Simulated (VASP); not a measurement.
```
WSe2
1.0
    1.66105    -2.87703     0.00000
    1.66105     2.87703     0.00000
    0.00000     0.00000    14.57597
W Se
2 4
Direct
  0.33333   0.66667   0.25000
  0.66667   0.33333   0.75000
  0.33333   0.66667   0.86526
  0.66667   0.33333   0.36526
  0.66667   0.33333   0.13474
  0.33333   0.66667   0.63474
```

Calculation: PBE GGA, VASP's PBE PAW potentials (set 64) (plane waves; VASP). Run with 520 eV cut-off, 9×9×2 Γ-centred mesh, tetrahedra with Blöchl corrections, potentials W_sv Se.

The cores are frozen, which limits the accuracy of field gradients. Without a dispersion term in the relaxation, distances and binding between the weakly bound layers, chains or molecules are unreliable, and so is what depends on them.

### Question
Give the principal components of the electric field gradient (V/Å²) and the asymmetry η at each nucleus.

### Answer

| atom | Vxx | Vyy | Vzz | η |
|---|---|---|---|---|
| W1 | 75.1 | 75.1 | -150.2 | 0.00 |
| W2 | 75.1 | 75.1 | -150.2 | 0.00 |
| Se3 | 39.9 | 39.9 | -79.9 | 0.00 |
| Se4 | 39.9 | 39.9 | -79.9 | 0.00 |
| Se5 | 39.9 | 39.9 | -79.9 | 0.00 |
| Se6 | 39.9 | 39.9 | -79.9 | 0.00 |

The compound is WSe2 in the 2H layered structure. It was relaxed first, which changed the volume by +15 %.
